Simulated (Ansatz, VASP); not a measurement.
# Cross-check of Ru (Ruthenium) between VASP and Ansatz, part 2 of 2

One calculation is typed for both programs; each brings its own data sets. How far apart do they land? The cell is taken from a series of runs on this material, whose earlier steps may have relaxed, scaled, displaced or heated it; both programs get it as it stands.

VASP 6.6.1 and Ansatz 0.2.0.

So far: Set-up; VASP: zone-centre phonons, PBEsol.

## 3. Ansatz: zone-centre phonons, PBEsol

Level of this step: Ansatz beside VASP: Kohn-Sham DFT, plane waves, PBEsol (Ansatz).

Ansatz runs on its PAW soft_1 files.

The same cell, functional, mesh and smearing now go to Ansatz, which takes its cutoff from its data sets.

The input, input.yaml:

```yaml
crystal:
  lattice:
    - [2.6635941709, 0.0, 0.0]
    - [-1.3317970854, 2.3067402174, 0.0]
    - [0.0, 0.0, 4.2729828517]
  atoms:
    - { symbol: Ru, position: [0.3333333333, 0.6666666667, 0.25] }
    - { symbol: Ru, position: [0.6666666667, 0.3333333333, 0.75] }
kpoints:
  mp_grid: { grid: [18, 18, 12] }
hamiltonian:
  xc: pbesol
  pseudopotentials: { kind: paw, azcp: { folder: soft_1 }, xc_functional: pbe }
scf:
  occupations: { method: methfessel_paxton, width: 0.2 }
output:
  eigenvalues: true
phonons:
  method: dfpt
```

Started as:

```console
$ ansatz run input.yaml --threads 4 --pin off --max-ram 10240MiB --backend cpu --events-out ev --progress --plain --runs-dir out
```

Numbers of over 12 decimals in the logs are rounded to 6 here.

The log of the run:

```text
zone centre: on kpoints.mp_grid the ground state, and the responses unless they are solved on pairs of k-points, stand on 637 of the mesh's 3888 k-points, reduced under 4 symmetry operations, with k and −k counted as one. Each operation leaves every solved displacement unchanged or reverses it
Engine: ansatz 0.2.0, x86_64-unknown-linux-gnu
Pseudopotentials: kind: paw
Pseudopotential: Ru, paw, valence charge 16, recommended cutoff 420 eV (normal), soft_1/Ru.paw.azcp
Functional definition: PBEsol
  exchange = pbesol_x
  correlation = pbesol_c
Crystal: 2 atoms, lattice volume = 26.254 Å³
Basis set: ecut = 420 eV, 537 PW (Γ), exchange–correlation on 36×36×60 points (8 copies of the dense FFT grid, shifted against one another)
Bands: 20, of which v1, the nominal top of the filled ones, is band 16 counted from 1 (15 counted from 0)
Symmetry: 24 space group operations
k-points: 637 of 3888 (irreducible under 4 space group operations, time reversal used)
Non-local potential: Ru, projectors of the file, l = 0: 3, l = 1: 2, l = 2: 2, l = 3: 1
PAW form: soft (Blöchl's): semilocal exchange-correlation on the pseudo side does not see the compensation charge
PAW frozen core: Ru, regenerated for the run's functional, and the local potential with it (the file was generated under x = pbe(κ = 0.804, μ = 0.219515), c = pbe(β = 0.066725))
PAW one-centre angular grid: Ru, 590 points (default); XC on 64 Gauss nodes
Initial density: superposition of atomic densities (chi_scale 0.1, normalization cell)
Initial wavefunctions: pseudopotential atomic-orbital guess
Functional: x = pbesol(κ = 0.804, μ = 0.123457), c = pbesol(β = 0.046)
SCF iter   1: F=—  HF=-11634.521633 eV  |F-HF|=—  |Δ(HF+E_count)|=         —  Δρ=1.31e-1  dr2=4.26e0  ethr=3.10e-3  ⟨swp⟩=5.1  Hψ=111195  notcnv=0  defer=62
automatic band count: the SCF goes on with 24 bands, as 20 were too few: they end inside the smearing window of the response
preconditioner: auto → none  [metal: Δε(μ)=0.008 eV  Ē_g=11.877 eV  σ=0.200 eV  W_gap=0.03  n_scr=8 (ndim 8)  ℏωp=29.0 eV  f_vac=0.000  D(μ)=1.43/eV (n_scr^D=22)  sad-step TF]
SCF iter   2: F=—  HF=-11633.536208 eV  |F-HF|=—  |Δ(HF+E_count)|=   9.85e-1  S|Δr|=    0.00e0  Δρ=7.45e-2  dr2=1.37e0  ethr=3.10e-3  ⟨swp⟩=2.8  Hψ=29785  notcnv=0  defer=1788
SCF iter   3: F=—  HF=-11633.081707 eV  |F-HF|=—  |Δ(HF+E_count)|=   4.55e-1  S|Δr|=    0.00e0  Δρ=3.95e-3  dr2=1.87e-3  ethr=3.10e-3  ⟨swp⟩=2.1  Hψ=22073  notcnv=0  defer=1788
SCF iter   4: F=—  HF=-11633.083190 eV  |F-HF|=—  |Δ(HF+E_count)|=   1.48e-3  S|Δr|=    0.00e0  Δρ=3.92e-4  dr2=2.06e-5  ethr=5.83e-6  ⟨swp⟩=2.7  Hψ=30640  notcnv=0  defer=1659
SCF iter   5: F=—  HF=-11633.083194 eV  |F-HF|=—  |Δ(HF+E_count)|=   3.86e-6  S|Δr|=    0.00e0  Δρ=1.18e-4  dr2=1.92e-6  ethr=6.42e-8  ⟨swp⟩=2.9  Hψ=25837  notcnv=0  defer=1659
SCF iter   6: F=—  HF=-11633.083193 eV  |F-HF|=—  |Δ(HF+E_count)|=   1.20e-6  S|Δr|=    0.00e0  Δρ=1.86e-5  dr2=3.89e-8  ethr=5.99e-9  ⟨swp⟩=2.7  Hψ=24512  notcnv=0  defer=1659
SCF iter   7: F=—  HF=-11633.083193 eV  |F-HF|=—  |Δ(HF+E_count)|=   1.12e-8  S|Δr|=    0.00e0  Δρ=1.35e-6  dr2=2.39e-10  ethr=1.22e-10  ⟨swp⟩=2.6  Hψ=24257  notcnv=0  defer=1659
SCF iter   8: F=-11633.083193 eV  HF=-11633.083193 eV  |F-HF|=7.28e-12  |Δ(HF+E_count)|=  1.82e-11  S|Δr|=    0.00e0  Δρ=1.37e-7  dr2=3.63e-12  ethr=1.00e-12  ⟨swp⟩=10.5  Hψ=75838  notcnv=0
SCF 1 converged in 8 iterations: F = -11633.083193 eV  dr2 = 3.63e-12
  greatest PAW one-centre occupation: 1.000 electrons in one spin orbital (limit 2), on the Ru atom at site 1 (counted from 0), in its partial waves of l = 0
DFPT response loops at Γ: preconditioner auto → Kerker (q_TF=auto, 2.820 Å⁻¹) (partly filled bands, converged f_vac=0.000); β = 1.00, the filter's whole step (`scf.mixing.beta` (0.50) is not read by the response loops under this deck's `scf.mixing.preconditioner`; to damp them name `kerker` or `kerker_dos`, under which they read `scf.mixing.beta`, and type it under 1.00, their step now; both keys bind the ground state too); Broyden in place of MSR1
SCF converged after 8 iterations
Stability not checked: this state was not tested for a lower state beside it, because cold or Methfessel-Paxton smearing, or corrected tetrahedra, fill the levels in a way that the test cannot read (fill_not_monotonic; see scf.lower_state_search)
Free energy (F): -11633.083193 eV
Harris-Foulkes:  -11633.083193 eV  (|F-HF|=7.28e-12)
Internal energy: -11633.083627 eV  (E = F + TS)
E sigma→0 (E₀):  -11633.083301 eV
Entropy (-TS):   0.000434 eV (0.217 meV/atom)
Fermi energy:    24.160317 eV
--- Per-component energies (eV) ---
  E_band       = -88.306254
  E_kinetic    = 923.003243
  E_local      = -2469.366311  (includes V_loc(G=0)·N_el)
  E_nonlocal   = 828.578709
  E_hartree    = 816.809934
  E_xc         = -339.479005
  E_vxc        = -430.750552  (∫ρ·V_xc dr)
  E_paw        = -6880.098118  (= ΣΔE_a)
  E_vpaw       = -573.392499  (= ΣTr[D̂ρ^β])
  E_aug_tail   = 0.001174  (compensation charges beyond the density's cutoff)
  E_ewald      = -4513.039846
  E_core_change = 0.506593  (= ΣΔE_core)
  E_smearing   = 0.000434  (= −TS)
  E_closure    = -0.000000  (closes the sum)
  Σ components = -11633.083193   (vs F -11633.083193, Δ=0.00e0)
--- Band table (eV; the first three rows and the last of 637) ---
  k-point 0: bands = [... 12 lower, 21.4653, 22.1176, 22.1176, 22.8046, 22.8046, 25.2669, 25.4180, 25.4180, ... 4 higher]
  k-point 1: bands = [... 12 lower, 21.4265, 22.0723, 22.0723, 22.9105, 22.9105, 25.0034, 25.4212, 25.4212, ... 4 higher]
  k-point 2: bands = [... 12 lower, 21.3194, 21.9489, 21.9489, 23.1843, 23.1843, 24.3224, 25.4163, 25.4163, ... 4 higher]
  k-point 636: bands = [... 12 lower, 21.3842, 21.3842, 22.7566, 22.7566, 25.9205, 25.9205, 29.4453, 29.4453, ... 4 higher]
--- Phonons (Γ-DFPT): 2 representative perturbations + reference, on 637 of 3888 k-points (Σ response iterations 6) ---
  k mesh reduced under 4 symmetry operations, with k and −k counted as one. Each operation leaves every solved displacement unchanged or reverses it
  ASR residual: 1.303e-4 → 0.000e0 eV/Å²; symmetrization residual: 8.709e-10 eV/Å²
  ASR residual per site (eV/Å²): 1.30e-4 1.30e-4
  Γ frequencies (cm⁻¹): 0.00 0.00 0.00 207.97 207.97 269.84
  non-analytic LO–TO correction: not included (Born effective charges unavailable; polar crystals: no LO–TO splitting at Γ)
```

## 4. Differences

Known differences besides the potentials themselves: the data sets hold 32 valence electrons in Ansatz (on its PAW soft_1 files) and 28 in VASP; the cutoff is 420 eV in Ansatz and 500 eV in VASP; Ansatz makes its cores anew for this functional, VASP keeps those of its PBE data sets. Total energies have different zeros and are not compared.

Both answers:

```
                  quantity  Ansatz   VASP  difference
optical mode 1 to 2 (cm⁻¹)   208.0  207.8     +0.06 %
     optical mode 3 (cm⁻¹)   269.8  270.2     -0.12 %
```

Modes are paired by rising frequency, not by their patterns, so a pair may set unlike modes beside each other; they are those without the splitting of longitudinal modes.

## 5. Summary of results

```
r.m.s. difference of the optical zone-centre modes, each program's sorted by frequency (zone-centre phonons, PBEsol) : 0.22 cm⁻¹
```

**Reading.** The r.m.s. difference of the optical zone-centre modes, each program's sorted by frequency is 0.22 cm⁻¹ (zone-centre phonons, PBEsol). The data sets hold unlike numbers of valence electrons (32 in Ansatz and 28 in VASP), so part of the differences comes from the potentials. Such differences can come from data sets, numerical settings and the points named under the comparisons, not from the functional's error against experiment.

[Lines on the potential files, build, host, timing and source positions are cut from VASP's logs without a mark.]

[Logs are printed without paths, hosts, clocks, repeated set-up lines and the standing remarks that a program may print on its own settings, such as how far it seeks lower states.]

[Hosts, paths, dates, database ids (printed as entryN), source tags and the programs' standing remarks are cut or masked in the printed files.]
